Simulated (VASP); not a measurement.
# CoC23 (a cell with a defect) in VASP: a series of runs

One crystal, CoC23 (a cell with a defect), is run at these levels: PBEsol+U; tasks: single point, relaxation of the atoms.

Program: VASP 6.6.1. These are calculated values, not measurements. Logs are shortened: lines on timing, memory, paths and dates and some standing lists are left out, and cuts for length are marked.

### Step 1. The structure

The cell holds a defect, 24 atoms: a = 7.566 Å, b = 5.044 Å, c = 5.044 Å, α = 60.00°, β = 60.00°, γ = 60.00°.

### Step 2. Single point, PBEsol+U, collinear spin, ferromagnetic start

INCAR reads:

```
SYSTEM = CoC23
ALGO     = Normal         ! electronic algorithm
EDIFF    = 1E-5           ! SCF threshold, eV
ENCUT    = 450            ! plane-wave cutoff, eV
GGA      = PS             ! functional
ISIF     = 2              ! what is computed and relaxed
ISMEAR   = 0              ! smearing method
ISPIN    = 2              ! spin polarisation
ISYM     = 0            
KPAR     = 4            
LASPH    = .TRUE.         ! aspherical terms in the spheres
LCHARG   = .FALSE.        ! write CHGCAR
LDAU     = .TRUE.         ! DFT+U
LDAUJ    = 0 0          
LDAUL    = 2 -1           ! shell
LDAUPRINT= 1            
LDAUTYPE = 2            
LDAUU    = 4 0            ! U, eV
LMAXMIX  = 4              ! l up to which the mixer works
LORBIT   = 11             ! projections on sites
LREAL    = Auto         
LWAVE    = .FALSE.        ! write WAVECAR
MAGMOM   = 3 0 0 0 0 0 0 0 0 0 0 0 0 0 0 0 0 0 0 0 0 0 0 0 ! initial moments
NELM     = 120            ! most SCF steps
NUPDOWN  = 3              ! fixed moment
PREC     = Accurate       ! precision mode
SIGMA    = 0.03           ! smearing width, eV
```

KPOINTS reads:

```
k-points
0
G
  3 4 4
  0 0 0
```

POSCAR reads:

```
CoC23                                   
1.0
    0.0000000000      5.3503200000      5.3503200000
    3.5668800000      0.0000000000      3.5668800000
    3.5668800000      3.5668800000      0.0000000000
  Co              C             
     1    23
Direct
     0.9878476403487173    0.0049593300314125    0.0020533564427051
     0.0035531218769214    0.0002490914613678    0.4939023413346967
     0.0035119759204198    0.4970045869105120    0.9973360023087092
     0.0045597664325952    0.4965693937557836    0.4937867818091033
     0.3329417354921900    0.0020489777192848    0.9993164555465434
     0.3397686622370288    0.9978867889695974    0.4890088729895294
     0.3398835339681217    0.4916126669084846    0.9952607361898697
     0.3340070472018436    0.4997498337682955    0.4971031331500487
     0.6668460989475973    0.9981103504614416    0.9952743976210872
     0.6604394305660513    0.0015507457939518    0.5045111283555771
     0.6605393568058398    0.5071946290560274    0.9988435891809085
     0.6685462425686007    0.4988406453607014    0.4961136214343395
     0.0960992722090573    0.1374846704001351    0.1344344705618115
     0.1006174706154266    0.1348052187984143    0.5751741921716713
     0.1006626494907130    0.5780728217503295    0.1320277422294050
     0.0863583913126749    0.6235764843247006    0.6206150260927260
     0.4262285610627238    0.1169559607491584    0.1142733694979648
     0.4130178610639934    0.1245654894883434    0.6286209383897696
     0.4131250655906333    0.6313012836427109    0.1218882830357443
     0.4193009204562929    0.6228327960061945    0.6202436432212957
     0.7033031397034035    0.1493615921017358    0.1467034806224493
     0.7521534741612531    0.1252465824923577    0.6205238555485726
     0.7521155993572196    0.6233969479254817    0.1225353728357398
     0.7502899826106977    0.6242481121235713    0.6215672094297250
```

Potentials or basis: VASP PAW PBE potentials, release 64 (Co, C).

The run is started by

```sh
cat potpaw_PBE.64/Co/POTCAR potpaw_PBE.64/C/POTCAR > POTCAR
mpirun -np 4 vasp_std > vasp.out
```

OUTCAR:

```text
SYSTEM = CoC23
   EDIFF = 1E-5
   ENCUT = 450
   GGA = PS
   ISIF = 2
   ISMEAR = 0
   ISPIN = 2
   ISYM = 0
   LASPH = .TRUE.
   LORBIT = 11
   LREAL = Auto
   NELM = 120
   NUPDOWN = 3
   PREC = Accurate

 ion  position               nearest neighbor table
   1  0.988  0.005  0.002-  21 1.76  13 1.76  14 1.76  15 1.76   9 2.46  11 2.51  10 2.51   3 2.52
                             2 2.52   4 2.52   4 2.52   2 2.53   3 2.53   5 2.60
   2  0.004  0.000  0.494-  13 1.49  14 1.50  16 1.55  22 1.55   1 2.52   1 2.53
   3  0.004  0.497  0.997-  13 1.49  15 1.50  16 1.55  23 1.55   1 2.52   1 2.53
   4  0.005  0.497  0.494-  15 1.50  14 1.50  16 1.55  24 1.57   1 2.52   1 2.52
   5  0.333  0.002  0.999-  13 1.47  17 1.52  18 1.53  19 1.53   1 2.60
   6  0.340  0.998  0.489-  14 1.48  17 1.54  20 1.55  18 1.55
   7  0.340  0.492  0.995-  15 1.48  17 1.54  20 1.54  19 1.55
   8  0.334  0.500  0.497-  16 1.53  20 1.54  18 1.55  19 1.55
   9  0.667  0.998  0.995-  17 1.49  21 1.50  23 1.54  22 1.54   1 2.46
  10  0.660  0.002  0.505-  21 1.49  18 1.53  24 1.55  22 1.55   1 2.51
  11  0.661  0.507  0.999-  21 1.49  19 1.53  24 1.55  23 1.55   1 2.51
  12  0.669  0.499  0.496-  24 1.54  23 1.54  22 1.54  20 1.54
  13  0.096  0.137  0.134-   5 1.47   2 1.49   3 1.49   1 1.76
  14  0.101  0.135  0.575-   6 1.48   2 1.50   4 1.50   1 1.76
  15  0.101  0.578  0.132-   7 1.48   3 1.50   4 1.50   1 1.76
  16  0.086  0.624  0.621-   8 1.53   4 1.55   2 1.55   3 1.55
  17  0.426  0.117  0.114-   9 1.49   5 1.52   7 1.54   6 1.54
  18  0.413  0.125  0.629-   5 1.53  10 1.53   8 1.55   6 1.55
  19  0.413  0.631  0.122-   5 1.53  11 1.53   8 1.55   7 1.55
  20  0.419  0.623  0.620-  12 1.54   8 1.54   7 1.54   6 1.55
  21  0.703  0.149  0.147-  10 1.49  11 1.49   9 1.50   1 1.76
  22  0.752  0.125  0.621-  12 1.54   9 1.54   2 1.55  10 1.55
  23  0.752  0.623  0.123-  12 1.54   9 1.54   3 1.55  11 1.55
  24  0.750  0.624  0.622-  12 1.54  11 1.55  10 1.55   4 1.57

IMPORTANT INFORMATION: All symmetrisations will be switched off!
NOSYMM: (Re-)initialisation of all symmetry stuff for point group C_1.

----------------------------------------------------------------------------------------

                                     Primitive cell

  volume of cell :     136.1403

  direct lattice vectors                    reciprocal lattice vectors
     0.000000000  5.350320000  5.350320000    -0.093452354  0.093452354  0.093452354
     3.566880000  0.000000000  3.566880000     0.140178531 -0.140178531  0.140178531
     3.566880000  3.566880000  0.000000000     0.140178531  0.140178531 -0.140178531

  length of vectors
     7.566495107  5.044330071  5.044330071     0.161864226  0.242796338  0.242796338

  position of ions in fractional coordinates (direct lattice)
     0.987847640  0.004959330  0.002053356
     0.003553122  0.000249091  0.493902341
     0.003511976  0.497004587  0.997336002
     0.004559766  0.496569394  0.493786782
     0.332941735  0.002048978  0.999316456
     0.339768662  0.997886789  0.489008873
[... 16 lines left out ...]
     0.752115599  0.623396948  0.122535373
     0.750289983  0.624248112  0.621567209

  ion indices of the primitive-cell ions
   primitive index   ion index
                 1           1
                 2           2
                 3           3
                 4           4
                 5           5
                 6           6
[... 16 lines left out ...]
                23          23
                24          24

----------------------------------------------------------------------------------------

 KPOINTS: k-points

Automatic generation of k-mesh.
 Grid dimensions read from file:
 generate k-points for:    3    4    4

 Generating k-lattice:

  Cartesian coordinates                     Fractional coordinates (reciprocal lattice)
    -0.031150785  0.031150785  0.031150785     0.333333333  0.000000000  0.000000000
     0.035044633 -0.035044633  0.035044633     0.000000000  0.250000000  0.000000000
     0.035044633  0.035044633 -0.035044633     0.000000000  0.000000000  0.250000000

  Length of vectors
     0.053954742  0.060699085  0.060699085
[... 103 lines left out ...]
   U (eV)           for each species LDAUU =   4.0  0.0
   J (eV)           for each species LDAUJ =   0.0  0.0
   GGA     = PS    functional components
   LHFCALC =     F    Hartree Fock is set to
   AEXX    =    0.0000 exact exchange contribution
   IVDW    =     0    specifies the selected vdW correction
   LEPSILON=     F    determine dielectric tensor
   LRPA    =     F    only Hartree local field effects (RPA)
 spin polarized calculation
 Gauss-broadening in eV      SIGMA  =   0.03
  energy-cutoff  :      450.00
  volume of cell :      136.14
 maximum number of plane-waves:      2968
 NGX is ok and might be reduce to    54
   NGX = 27   NGY = 17   NGZ = 17

atom =   1  type =  1  l = 2

 onsite density matrix

spin component  1

  0.9550 -0.0239 -0.0063  0.0067  0.0004
 -0.0239  0.9539 -0.0027 -0.0239  0.0047
 -0.0063 -0.0027  0.9612  0.0027 -0.0055
  0.0067 -0.0239  0.0027  0.9551  0.0057
  0.0004  0.0047 -0.0055  0.0057  0.9677

spin component  2

  0.7120 -0.0067 -0.0056 -0.0018 -0.0557
 -0.0067  0.6151  0.0226 -0.0069 -0.0399
 -0.0056  0.0226  0.7226  0.0514  0.3701
 -0.0018 -0.0069  0.0514  0.7120 -0.0234
 -0.0557 -0.0399  0.3701 -0.0234  0.2964

 occupancies and eigenvectors

  o =  0.0719  v =  0.0000  0.0000  0.0000  0.0000  0.0000  0.0713  0.0854 -0.4961  0.0723  0.8581      0.0000  0.0000  0.0000  0.0000  0.0000  0.0000  0.0000  0.0000  0.0000  0.0000
  o =  0.6188  v =  0.0000  0.0000  0.0000  0.0000  0.0000 -0.0289 -0.9951 -0.0461 -0.0290  0.0772      0.0000  0.0000  0.0000  0.0000  0.0000  0.0000  0.0000  0.0000  0.0000  0.0000
  o =  0.7045  v =  0.0000  0.0000  0.0000  0.0000  0.0000  0.6965 -0.0003  0.1694 -0.6903  0.0982      0.0000  0.0000  0.0000  0.0000  0.0000  0.0000  0.0000  0.0000  0.0000  0.0000
  o =  0.7170  v =  0.0000  0.0000  0.0000  0.0000  0.0000  0.6999 -0.0497  0.0479  0.7058 -0.0851      0.0000  0.0000  0.0000  0.0000  0.0000  0.0000  0.0000  0.0000  0.0000  0.0000
  o =  0.9227  v = -0.4664 -0.7382 -0.0765 -0.4636  0.1292  0.0000  0.0000  0.0000  0.0000  0.0000      0.0000  0.0000  0.0000  0.0000  0.0000  0.0000  0.0000  0.0000  0.0000  0.0000
  o =  0.9443  v =  0.6217 -0.0022  0.4104 -0.6233  0.2378  0.0000  0.0000  0.0000  0.0000  0.0000      0.0000  0.0000  0.0000  0.0000  0.0000  0.0000  0.0000  0.0000  0.0000  0.0000
  o =  0.9458  v =  0.0000  0.0000  0.0000  0.0000  0.0000  0.1383  0.0012 -0.8490 -0.1386 -0.4908      0.0000  0.0000  0.0000  0.0000  0.0000  0.0000  0.0000  0.0000  0.0000  0.0000
  o =  0.9620  v =  0.3359  0.0016 -0.7661 -0.3349 -0.4337  0.0000  0.0000  0.0000  0.0000  0.0000      0.0000  0.0000  0.0000  0.0000  0.0000  0.0000  0.0000  0.0000  0.0000  0.0000
  o =  0.9720  v = -0.0642 -0.1167  0.4886 -0.0698 -0.8594  0.0000  0.0000  0.0000  0.0000  0.0000      0.0000  0.0000  0.0000  0.0000  0.0000  0.0000  0.0000  0.0000  0.0000  0.0000
  o =  0.9918  v = -0.5283  0.6644  0.0040 -0.5287 -0.0055  0.0000  0.0000  0.0000  0.0000  0.0000      0.0000  0.0000  0.0000  0.0000  0.0000  0.0000  0.0000  0.0000  0.0000  0.0000

 number of electron     101.0000005 magnetization       3.0000000

 Free energy of the ion-electron system (eV)
  ---------------------------------------------------
  ext. energy  EPLUGINS =         0.00000000
  ---------------------------------------------------
  free energy    TOTEN  =      -217.87055590 eV

  energy without entropy =     -217.86861549  energy(sigma->0) =     -217.86958569

 E-fermi :   9.9025     XC(G=0): -13.6240

 val. band max:       12.3062444815   @ k =   0.3333  -0.2500   0.2500
 cond. band min:      11.4746711177   @ k =   0.0000   0.0000   0.0000
 fundamental gap:     -0.8315733638
 Fermi energy:        12.3070419693

 spin component 1

 k-point     1 :       0.0000    0.0000    0.0000
  band No.  band energies     occupation
      1     -11.4430      1.00000
      2      -8.6636      1.00000
      3      -8.2214      1.00000
      4      -5.9759      1.00000
      5      -5.8488      1.00000
      6      -5.8436      1.00000
[... 3113 lines left out ...]
     61      17.8570      0.00000
     62      18.0930      0.00000

 [... further k-points ...]

 [bands above 62 left out]

------------------------ aborting loop because EDIFF is reached ----------------------------------------

  FORCE on cell =-STRESS in cart. coord.  units (eV):
  Direction    XX          YY          ZZ          XY          YZ          ZX
  --------------------------------------------------------------------------------------
  -------------------------------------------------------------------------------------
  Total       22.1078010     17.9387966     17.9361696     -3.6164914      2.3675350     -3.6324592
  in kB      260.1772855    211.1140497    211.0831334    -42.5609459     27.8625098    -42.7488644
  external PRESSURE =     227.4581562 kB  Pullay stress =       0.0000000 kB

 VOLUME and BASIS-vectors are now :
 -----------------------------------------------------------------------------
  energy-cutoff  :      450.00
  volume of cell :      136.14
      direct lattice vectors                 reciprocal lattice vectors
     0.000000000  5.350320000  5.350320000    -0.093452354  0.093452354  0.093452354
     3.566880000  0.000000000  3.566880000     0.140178531 -0.140178531  0.140178531
     3.566880000  3.566880000  0.000000000     0.140178531  0.140178531 -0.140178531

 POSITION                                       TOTAL-FORCE (eV/Angst)
 -----------------------------------------------------------------------------------
      0.02501      5.29263      5.30299        -0.159886     -0.050661     -0.052459
      1.76258      1.78070      0.01990         0.046415     -0.049276     -0.536081
      5.33013      3.57617      1.79155         0.037415     -0.519994     -0.049819
      3.53248      1.78567      1.79560         0.636195     -0.080890     -0.077942
      3.57175      5.34579      1.78865        -0.049013     -0.119218     -0.115857
      5.30358      3.56211      5.37721        -0.127474     -0.048811      0.136500
[... 16 lines left out ...]
      2.66065      4.46113      6.24764         0.004230     -0.040621      0.021904
      4.44367      6.23135      6.24091         0.041310      0.002277      0.006763
 -----------------------------------------------------------------------------------
    total drift:                                0.000102     -0.001771      0.001996

  FREE ENERGIE OF THE ION-ELECTRON SYSTEM (eV)
  ---------------------------------------------------
  free  energy   TOTEN  =      -217.8705558989 eV

  energy  without entropy=     -217.8686154859  energy(sigma->0) =     -217.86958569

 total charge

# of ion       s       p       d       tot
------------------------------------------
    1        0.737   0.880   7.797   9.413
    2        0.833   1.767   0.000   2.600
    3        0.833   1.767   0.000   2.599
    4        0.828   1.748   0.000   2.576
    5        0.838   1.796   0.000   2.634
    6        0.832   1.761   0.000   2.593
[... 16 lines left out ...]
   23        0.827   1.734   0.000   2.561
   24        0.825   1.721   0.000   2.546
--------------------------------------------------
tot         19.945  41.445   7.797  69.186

 magnetization (x)

# of ion       s       p       d       tot
------------------------------------------
    1        0.023   0.250   1.732   2.005
    2        0.001   0.003   0.000   0.003
    3        0.001   0.003   0.000   0.003
    4        0.004   0.016   0.000   0.020
    5        0.006   0.019   0.000   0.024
    6        0.001   0.003   0.000   0.004
[... 16 lines left out ...]
   23        0.002   0.013   0.000   0.015
   24        0.003   0.013   0.000   0.016
--------------------------------------------------
tot          0.093   0.779   1.732   2.604
```

Wall time 2.3 min (4 MPI ranks of Intel Xeon 6975P-C (Granite Rapids), shared host); peak memory 0.45 GiB.

What came out:

```yaml
Free_energy: -217.8706 eV
Largest_force: 0.862 eV/Å
Net_moment: 3.00 μB per cell
Site_moments: Co +2.00; C +0.00, +0.02, -0.00, +0.01, +0.05, +0.08, +0.04, +0.18 μB
Valence_electrons_inside_the_program's_atomic_spheres: Co 9.41; C 2.60, 2.58, 2.63, 2.59, 2.61, 2.67, 2.66, 2.56, 2.62, 2.57, 2.68, 2.55
```

Forces on the atoms (eV/Å):
```
Co  -0.160 -0.051 -0.052
C    0.046 -0.049 -0.536
C    0.037 -0.520 -0.050
C    0.636 -0.081 -0.078
C   -0.049 -0.119 -0.116
C   -0.127 -0.049  0.137
C   -0.117  0.117 -0.056
C    0.003 -0.008 -0.001
C   -0.146  0.146  0.136
C    0.016 -0.131 -0.027
C    0.022 -0.034 -0.137
C   -0.013  0.040  0.039
C   -0.567 -0.334 -0.341
C    0.287  0.618 -0.311
C    0.280 -0.314  0.615
C   -0.048  0.031  0.020
C   -0.051  0.164  0.167
C    0.073  0.069 -0.025
C    0.074 -0.035  0.058
C   -0.016 -0.019 -0.013
C   -0.244  0.582  0.587
C    0.019  0.016 -0.044
C    0.004 -0.041  0.022
C    0.041  0.002  0.007
```

Eigenvalues of the final occupation matrices:
```tsv
site	spin	trace	eigenvalues
site 1 d	1	4.79	0.92 0.94 0.96 0.97 0.99
site 1 d	2	3.06	0.07 0.62 0.70 0.72 0.95
```

Caveat: the k mesh is coarse (spacing up to 0.38 Å⁻¹), so the values aren't converged; the cutoff is under 1.25 times the usual one of these potentials, so pressure, stress and relaxed cells hold a basis-set (Pulay) error; the PAW data sets were made with another functional, which shifts forces and pressure a little; the total moment is fixed, so each spin has its own Fermi level; the U is typed as a test and isn't derived for this compound. The state reached can hang on the start; a lower one may exist.

[end of part 1 of 2]
